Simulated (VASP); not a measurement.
Output of a VASP run:

### OSZICAR
```
...
DAV:   7    -0.505876214679E+02    0.88514E+01   -0.13071E+02  8958   0.108E+02    0.171E+01
DAV:   8    -0.483002417556E+02    0.22874E+01   -0.88564E+00  8080   0.237E+01    0.800E+00
DAV:   9    -0.476126560344E+02    0.68759E+00   -0.27841E+00  9584   0.134E+01    0.288E+00
DAV:  10    -0.476607203106E+02   -0.48064E-01   -0.21512E-01  7998   0.368E+00    0.154E+00
DAV:  11    -0.476615605931E+02   -0.84028E-03   -0.82405E-02  8868   0.264E+00    0.640E-01
DAV:  12    -0.476629725800E+02   -0.14120E-02   -0.83747E-03  8830   0.613E-01    0.461E-01
DAV:  13    -0.476619379510E+02    0.10346E-02   -0.31261E-03  9480   0.554E-01    0.201E-01
DAV:  14    -0.476619074072E+02    0.30544E-04   -0.91861E-04  9618   0.259E-01    0.790E-02
DAV:  15    -0.476619244142E+02   -0.17007E-04   -0.15982E-04  8774   0.103E-01    0.441E-02
DAV:  16    -0.476619262794E+02   -0.18651E-05   -0.44413E-05  8584   0.509E-02    0.119E-02
DAV:  17    -0.476619276490E+02   -0.13697E-05   -0.26376E-06  8478   0.113E-02    0.692E-03
DAV:  18    -0.476619281002E+02   -0.45118E-06   -0.11601E-06  9272   0.943E-03    0.265E-03
DAV:  19    -0.476619281504E+02   -0.50215E-07   -0.20201E-07  5524   0.311E-03
   1 F= -.47661928E+02 E0= -.47662107E+02  d E =-.476619E+02  mag=     4.0000
       N       E                     dE             d eps       ncg     rms          rms(c)
DAV:   1    -0.476794307607E+02   -0.17503E-01   -0.27084E+00  7200   0.116E+01    0.101E+00
DAV:   2    -0.476754417160E+02    0.39890E-02   -0.82669E-02  8854   0.231E+00    0.746E-01
DAV:   3    -0.476725456577E+02    0.28961E-02   -0.13540E-02  9814   0.116E+00    0.507E-01
DAV:   4    -0.476706137759E+02    0.19319E-02   -0.97516E-03 10416   0.864E-01    0.389E-01
DAV:   5    -0.476705534554E+02    0.60321E-04   -0.10397E-03  9366   0.296E-01    0.209E-01
DAV:   6    -0.476705126119E+02    0.40844E-04   -0.10725E-04 10214   0.823E-02    0.172E-01
DAV:   7    -0.476705084279E+02    0.41840E-05   -0.64213E-05 10642   0.595E-02    0.289E-02
DAV:   8    -0.476705099413E+02   -0.15134E-05   -0.51390E-06  8342   0.175E-02    0.962E-03
DAV:   9    -0.476705103692E+02   -0.42796E-06   -0.73598E-07  9056   0.558E-03    0.529E-03
DAV:  10    -0.476705105867E+02   -0.21753E-06   -0.14052E-07  5204   0.276E-03    0.203E-03
DAV:  11    -0.476705106042E+02   -0.17419E-07   -0.36113E-08  3900   0.147E-03
   2 F= -.47670511E+02 E0= -.47670783E+02  d E =-.858245E-02  mag=     4.0000
       N       E                     dE             d eps       ncg     rms          rms(c)
DAV:   1    -0.476765627874E+02   -0.60522E-02   -0.12502E+00  7200   0.787E+00    0.692E-01
DAV:   2    -0.476746371093E+02    0.19257E-02   -0.38486E-02  8814   0.159E+00    0.520E-01
DAV:   3    -0.476733041368E+02    0.13330E-02   -0.64517E-03  9744   0.805E-01    0.344E-01
DAV:   4    -0.476723725727E+02    0.93156E-03   -0.45799E-03 10342   0.587E-01    0.274E-01
DAV:   5    -0.476723480219E+02    0.24551E-04   -0.47945E-04  9276   0.200E-01    0.146E-01
DAV:   6    -0.476723287246E+02    0.19297E-04   -0.49423E-05 10300   0.545E-02    0.121E-01
DAV:   7    -0.476723265130E+02    0.22116E-05   -0.29448E-05 10686   0.398E-02    0.217E-02
DAV:   8    -0.476723272687E+02   -0.75566E-06   -0.25366E-06  8204   0.124E-02    0.667E-03
DAV:   9    -0.476723274686E+02   -0.19994E-06   -0.32925E-07  6984   0.393E-03    0.304E-03
DAV:  10    -0.476723275870E+02   -0.11836E-06   -0.76561E-08  4150   0.203E-03    0.148E-03
DAV:  11    -0.476723275989E+02   -0.11928E-07   -0.23161E-08  3828   0.112E-03
   3 F= -.47672328E+02 E0= -.47672620E+02  d E =-.103994E-01  mag=     4.0000
```

### OUTCAR
```
------------------------ aborting loop because EDIFF is reached ----------------------------------------
  FORCE on cell =-STRESS in cart. coord.  units (eV):
  Direction    XX          YY          ZZ          XY          YZ          ZX
  --------------------------------------------------------------------------------------
  Total       -3.9664659     -3.9664659     -3.9514249      0.0000000      0.0000000      0.0000000
  in kB     -101.0489689   -101.0489689   -100.6657866      0.0000000      0.0000000      0.0000000
  external PRESSURE =    -100.9212415 kB  Pullay stress =       0.0000000 kB
  volume of cell :       62.89
      direct lattice vectors                 reciprocal lattice vectors
     4.595038948 -0.000000000  0.000000000     0.217626012 -0.000000000  0.000000000
     0.000000000  4.595038948  0.000000000     0.000000000  0.217626012  0.000000000
     0.000000000  0.000000000  2.978544039     0.000000000  0.000000000  0.335734502
 POSITION                                       TOTAL-FORCE (eV/Angst)
 -----------------------------------------------------------------------------------
      0.00000     -0.00000      0.00000         0.000000      0.000000     -0.000000
      2.29752      2.29752      1.48927         0.000000      0.000000     -0.000000
      1.40626      1.40626      0.00000         0.005232      0.005232      0.000000
      3.70378      0.89126      1.48927         0.005232     -0.005232     -0.000000
      0.89126      3.70378      1.48927        -0.005232      0.005232     -0.000000
      3.18878      3.18878      0.00000        -0.005232     -0.005232     -0.000000
 -----------------------------------------------------------------------------------
    total drift:                                0.000000      0.000000      0.000000
  FREE ENERGIE OF THE ION-ELECTRON SYSTEM (eV)
  ---------------------------------------------------
  free  energy   TOTEN  =       -47.6723275989 eV

  energy  without entropy=      -47.6732047546  energy(sigma->0) =      -47.67261998

 total charge

# of ion       s       p       d       tot
------------------------------------------
    1        0.341   6.383   3.915  10.638
    2        0.341   6.383   3.915  10.638
    3        1.575   3.422   0.000   4.997
    4        1.575   3.422   0.000   4.997
    5        1.575   3.422   0.000   4.997
    6        1.575   3.422   0.000   4.997
--------------------------------------------------
tot          6.980  26.454   7.830  41.263

 magnetization (x)

# of ion       s       p       d       tot
------------------------------------------
    1        0.023   0.030   2.155   2.209
    2        0.023   0.030   2.155   2.209
    3       -0.003  -0.123   0.000  -0.127
    4       -0.003  -0.123   0.000  -0.127
    5       -0.003  -0.123   0.000  -0.127
    6       -0.003  -0.123   0.000  -0.127
--------------------------------------------------
tot          0.033  -0.432   4.310   3.911

 reached required accuracy - stopping structural energy minimisation
```
(Selected blocks of OUTCAR.)

### POSCAR
```
CrO2
1
    4.5733044830     0.0000000000     0.0000000000
    0.0000000000     4.5733044830     0.0000000000
    0.0000000000     0.0000000000     3.0069221597
Cr O
2 4
Direct
  0.0000000000   0.0000000000   0.0000000000
  0.5000000000   0.5000000000   0.5000000000
  0.3038373536   0.3038373536   0.0000000000
  0.8038373536   0.1961626464   0.5000000000
  0.1961626464   0.8038373536   0.5000000000
  0.6961626464   0.6961626464   0.0000000000
```

**Question.** Write an INCAR and KPOINTS that could have produced this output.

**Answer.** One answer among several that fit: the input of the run itself, RPBE GGA, plane waves, VASP's PBE PAW potentials (set 64).

### KPOINTS
```
Automatic mesh
0
Gamma
7 7 10
0 0 0
```

INCAR:
```
SYSTEM = CrO2
PREC = Accurate
ENCUT = 520
EDIFF = 1E-7
NELM = 100
ALGO = Normal
LREAL = .FALSE.
LASPH = .TRUE.
ISMEAR = 1
SIGMA = 0.1
GGA = RP
LMAXMIX = 4
ISPIN = 2
MAGMOM = 2.2 2.2 -0.1 -0.1 -0.1 -0.1
LORBIT = 10
LWAVE = .FALSE.
LCHARG = .FALSE.
ISIF = 4
IBRION = 2
NSW = 30
EDIFFG = -0.01
```

POTCAR, in this order: Cr_pv O (PBE.64 set). Program: vasp_std.

The compound is CrO2 in the rutile structure. This cell is one point of a volume scan, at 1.06 of the reference volume. Symmetry was kept, so distortions that lower it aren't found.
